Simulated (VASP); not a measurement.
The system is As.

```
As
1.0
     1.89439    1.09373    3.36161
    -1.89439    1.09373    3.36161
     0.00000   -2.18745    3.36161
As
2
Direct
  0.23056 0.23056 0.23056
  0.76944 0.76944 0.76944
```

Base run:

- Program: VASP 6.6.1
- Functional: r2SCAN
- Potentials or basis: VASP PAW PBE potentials, release 64 (As)
- Cutoff: 520 eV
- k mesh: 15 × 15 × 15
- Occupations: gaussian, width 0.1 eV
- Spin: no spin polarisation

Its results: band gap on the k mesh none (metal or under the smearing width); pressure 1.3 GPa.

Task: The run is repeated on the same cell with these changes: functional from r2SCAN to PBEsol; cutoff from 520 eV to 700 eV. What comes out?

Result: Band gap on the k mesh none (metal or under the smearing width); pressure 0.0 GPa.

Caveats: the PAW data sets were made with another functional, which shifts forces and pressure a little.

Not every run made on this cell is shown here.
